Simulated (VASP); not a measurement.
These are vdW-DF-cx, VASP's PBE PAW potentials (set 64) (plane waves; VASP) values and carry that method's errors.

Input for VASP

**INCAR**
```
SYSTEM = BaTiO3
PREC = Accurate; ENCUT = 520; LREAL = .False.
LASPH = .True.; ICHARG = 11
EDIFF = 1E-7; NELM = 100; ALGO = Normal
LMAXMIX = 4
ISMEAR = 0; SIGMA = 0.05
GGA = CX; LUSE_VDW = .True.; AGGAC = 0.0
LWAVE = .False.; LCHARG = .False.; LORBIT = 11
```

KPOINTS:
```
k-points along high-symmetry lines
15
Line-mode
Reciprocal
  0.000000   0.000000   0.000000 ! GAMMA
  0.000000   0.500000   0.000000 ! X

  0.000000   0.500000   0.000000 ! X
  0.500000   0.500000   0.000000 ! M

  0.500000   0.500000   0.000000 ! M
  0.000000   0.000000   0.000000 ! GAMMA

  0.000000   0.000000   0.000000 ! GAMMA
  0.500000   0.500000   0.500000 ! R

  0.500000   0.500000   0.500000 ! R
  0.000000   0.500000   0.000000 ! X

  0.500000   0.500000   0.500000 ! R
  0.500000   0.500000   0.000000 ! M
```

**POSCAR**
```
BaTiO3
1
    3.9937103978     0.0000000000    -0.0000000000
    0.0000000000     3.9937103978    -0.0000000000
    0.0000000000     0.0000000000     3.9937103978
Ba Ti O
1 1 3
Direct
  0.0000000000   0.0000000000   0.0000000000
  0.5000000000   0.5000000000   0.5000000000
  0.5000000000   0.0000000000   0.5000000000
  0.0000000000   0.5000000000   0.5000000000
  0.5000000000   0.5000000000   0.0000000000
```

POTCAR, in this order: Ba_sv Ti_sv O (PBE.64 set). Program: vasp_std. Read from the step before: CHGCAR.

Output

### OUTCAR
```
 ion  position               nearest neighbor table
   1  0.000  0.000  0.000-   3 2.82   4 2.82   5 2.82   3 2.82   4 2.82   4 2.82   5 2.82   4 2.82
                             3 2.82   5 2.82   3 2.82   5 2.82   2 3.46   2 3.46   2 3.46   2 3.46
   2  0.500  0.500  0.500-   3 2.00   4 2.00   5 2.00   5 2.00   3 2.00   4 2.00   1 3.46   1 3.46
                             1 3.46   1 3.46   1 3.46   1 3.46   1 3.46   1 3.46
   3  0.500  0.000  0.500-   2 2.00   2 2.00   1 2.82   1 2.82   1 2.82   1 2.82
   4  0.000  0.500  0.500-   2 2.00   2 2.00   1 2.82   1 2.82   1 2.82   1 2.82
   5  0.500  0.500  0.000-   2 2.00   2 2.00   1 2.82   1 2.82   1 2.82   1 2.82
  LATTYP: Found a simple cubic cell.
 ALAT       =     3.9937103978
 Subroutine PRICEL returns:
 Original cell was already a primitive cell.
 Subroutine GETGRP returns: Found 48 space group operations
The static configuration has the point symmetry O_h .
The dynamic configuration has the point symmetry O_h .
 Subroutine INISYM returns: Found 48 space group operations
   k-points           NKPTS =     90   k-points in BZ     NKDIM =     90   number of bands    NBANDS=     24
   number of dos      NEDOS =    301   number of ions     NIONS =      5
   total plane-waves  NPLWV =  27000
   dimension x,y,z NGX =    30 NGY =   30 NGZ =   30
   dimension x,y,z NGXF=    60 NGYF=   60 NGZF=   60
   ions per type =               1   1   3
   PREC   = accura    normal or accurate (medium, high low for compatibility)
   ISTART =      0    job   : 0-new  1-cont  2-samecut
   ICHARG =     11    charge: 1-file 2-atom 10-const
...
```

### OSZICAR
```
       N       E                     dE             d eps       ncg     rms          rms(c)
DAV:   1     0.430624063191E+03    0.43062E+03   -0.22021E+04  4320   0.184E+03
DAV:   2     0.190093185996E+02   -0.41161E+03   -0.40374E+03  4976   0.481E+02
DAV:   3    -0.277284197265E+02   -0.46738E+02   -0.45330E+02  7192   0.142E+02
DAV:   4    -0.296596697810E+02   -0.19313E+01   -0.19304E+01  5424   0.273E+01
DAV:   5    -0.297492523858E+02   -0.89583E-01   -0.89582E-01  6104   0.427E+00
DAV:   6    -0.297502324376E+02   -0.98005E-03   -0.98005E-03  5544   0.479E-01
DAV:   7    -0.297502500220E+02   -0.17584E-04   -0.17584E-04  6320   0.615E-02
DAV:   8    -0.297502503093E+02   -0.28725E-06   -0.28729E-06  5536   0.644E-03
DAV:   9    -0.297502503150E+02   -0.57175E-08   -0.57522E-08  4184   0.868E-04
   1 F= -.29750250E+02 E0= -.29750250E+02  d E =-.124691E-20
```

File OUTCAR:
```
 val. band max:        3.7595254164   @ k =   0.5000   0.5000   0.5000

 cond. band min:       5.5003051257   @ k =   0.0000   0.0000   0.0000



 k-point     1 :       0.0000    0.0000    0.0000
  band No.  band energies     occupation
      1     -52.6216      2.00000
      2     -28.9706      2.00000
      3     -28.9706      2.00000
      4     -28.9706      2.00000
      5     -20.9907      2.00000
      6     -13.0552      2.00000
      7     -12.3744      2.00000
      8     -12.3744      2.00000
      9      -6.1604      2.00000
     10      -6.1604      2.00000
     11      -6.1604      2.00000
     12       1.4614      2.00000
     13       1.4614      2.00000
     14       1.4614      2.00000
     15       2.6483      2.00000
     16       2.6483      2.00000
     17       2.6483      2.00000
     18       3.6242      2.00000
     19       3.6242      2.00000
     20       3.6242      2.00000
     21       5.5003      0.00000
     22       5.5003      0.00000
     23       5.5003      0.00000
     24       7.7138      0.00000

 k-point     2 :       0.0000    0.0357    0.0000
  band No.  band energies     occupation
      1     -52.6216      2.00000
      2     -28.9713      2.00000
      3     -28.9706      2.00000
      4     -28.9706      2.00000
      5     -20.9892      2.00000
      6     -13.0555      2.00000
      7     -12.3740      2.00000
      8     -12.3739      2.00000
      9      -6.1583      2.00000
     10      -6.1583      2.00000
     11      -6.1546      2.00000
     12       1.4390      2.00000
     13       1.4578      2.00000
     14       1.4578      2.00000
     15       2.6312      2.00000
     16       2.6312      2.00000
     17       2.6353      2.00000
     18       3.5862      2.00000
     19       3.6129      2.00000
     20       3.6129      2.00000
     21       5.5022      0.00000
     22       5.5304      0.00000
     23       5.5304      0.00000
     24       7.7140      0.00000

...
```

The density is held fixed in this step, so its total energy and stress have no physical meaning. Unless said otherwise, spin-orbit coupling is left out, though it shifts the bands of the heavy elements here.

The compound is BaTiO3 in the cubic perovskite structure, the ideal cubic form; the compound distorts at low or room temperature. It was relaxed first.
